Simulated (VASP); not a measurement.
The input files of a VASP run:

### KPOINTS
```
Automatic mesh
0
gamma
8 8 4
```

INCAR:
```
LCHARG = .False.
IBRION = 2
SYSTEM = InSb
ISMEAR = 1   ! Methfessel-Paxton
GGA = PS
NELM = 100   ! most electronic steps
LWAVE = .False.
PREC = Accurate
NSW = 40
LMAXMIX = 4   ! l cut-off of mixed one-centre charges
ENCUT = 500   ! plane-wave cut-off (eV)
LREAL = .False.
ALGO = Normal   ! blocked Davidson
ISIF = 3   ! ions, shape and volume
EDIFF = 1E-6   ! SCF stop (eV)
LASPH = .True.   ! aspherical one-centre terms
EDIFFG = -0.02   ! ionic stop
SIGMA = 0.1   ! width (eV)
```

POSCAR:
```
InSb
1
    4.6011449549    -0.0000000000     0.0000000000
   -2.3005724775     3.9847086683    -0.0000000000
    0.0000000000    -0.0000000000     7.5556592860
In Sb
2 2
Direct
  0.3333330000   0.6666670000   0.0001720906
  0.6666670000   0.3333330000   0.5001720906
  0.3333330000   0.6666670000   0.3748279094
  0.6666670000   0.3333330000   0.8748279094
```

POTCAR, in this order: In_d Sb (PBE.64 set). Program: vasp_std.

**Question.** Write an equivalent input for Ansatz.

**Answer.** One equivalent input (not run):
Ansatz 0.2 input:
```yaml
crystal:
  lattice:
    - [4.6011450, 0.0000000, 0.0000000]
    - [-2.3005725, 3.9847087, 0.0000000]
    - [0.0000000, 0.0000000, 7.5556593]
  atoms:
    - { symbol: In, position: [0.3333330, 0.6666670, 0.0001721] }
    - { symbol: In, position: [0.6666670, 0.3333330, 0.5001721] }
    - { symbol: Sb, position: [0.3333330, 0.6666670, 0.3748279] }
    - { symbol: Sb, position: [0.6666670, 0.3333330, 0.8748279] }
kpoints:
  mp_grid: { grid: [8, 8, 4] }
hamiltonian:
  xc: pbesol
  pseudopotentials: { kind: paw }
scf:
  occupations: { method: methfessel_paxton, width: 0.1 }
  max_iter: 100
relax:
  max_steps: 40
  f_tol: 0.02
  cell: {}
output: { forces: true, stress: true, eigenvalues: true }
```
What does not carry over: each code has its own PAW files, so the cut-off isn't converted (ENCUT is set for VASP's; basis.ecutwfc is left out, and Ansatz then takes the one that its files recommend); Ansatz stops its SCF on the density residual and VASP on the energy change (EDIFF).

The structure was generated: InSb was put into the wurtzite type (P6_3mc), which need not be its known phase. It was relaxed first.
